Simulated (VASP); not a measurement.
An input for Ansatz (written as the equivalent of a VASP run, and not itself run):

Ansatz 0.2 input:
```yaml
crystal:
  lattice:
    - [-1.9958250, 1.9958250, 1.9958250]
    - [1.9958250, -1.9958250, 1.9958250]
    - [1.9958250, 1.9958250, -1.9958250]
  atoms:
    - { symbol: Bi, position: [0.0000000, 0.0000000, 0.0000000] }
kpoints:
  mp_grid: { grid: [12, 12, 12] }
hamiltonian:
  xc: pbesol
  pseudopotentials: { kind: paw }
scf:
  occupations: { method: methfessel_paxton, width: 0.1 }
  max_iter: 100
relax:
  max_steps: 60
  f_tol: 0.01
  cell: {}
output: { forces: true, stress: true, eigenvalues: true }
```

**Question.** Write the VASP files for the same calculation (PBEsol).

**Answer.** One answer among several that fit: 
### POSCAR
```
Bi
1
   -1.9958250000     1.9958250000     1.9958250000
    1.9958250000    -1.9958250000     1.9958250000
    1.9958250000     1.9958250000    -1.9958250000
Bi
1
Direct
  0.0000000000   0.0000000000   0.0000000000
```

**INCAR**
```
ALGO  =  Normal
EDIFF  =  1E-6
EDIFFG  =  -0.01
ENCUT  =  400
GGA  =  PS
IBRION  =  2
ISIF  =  3
ISMEAR  =  1
LASPH  =  .TRUE.
LCHARG  =  .FALSE.
LMAXMIX  =  4
LREAL  =  .FALSE.
LWAVE  =  .FALSE.
NELM  =  100
NSW  =  60
PREC  =  Accurate
SIGMA  =  0.1
SYSTEM  =  Bi
```

File KPOINTS:
```
Automatic mesh
0
Gamma
12 12 12
0 0 0
```

POTCAR, in this order: Bi_d (PBE.64 set). Program: vasp_std.

The two are equivalent in intent, not identical: each code has its own PAW files, so the cut-off isn't converted (ENCUT is set for VASP's; basis.ecutwfc is left out, and Ansatz then takes the one that its files recommend); Ansatz stops its SCF on the density residual and VASP on the energy change (EDIFF).

The structure was generated: Bi was put into the bcc type (Im-3m), which need not be its known phase. This run relaxes it. Symmetry was kept, so distortions that lower it aren't found.
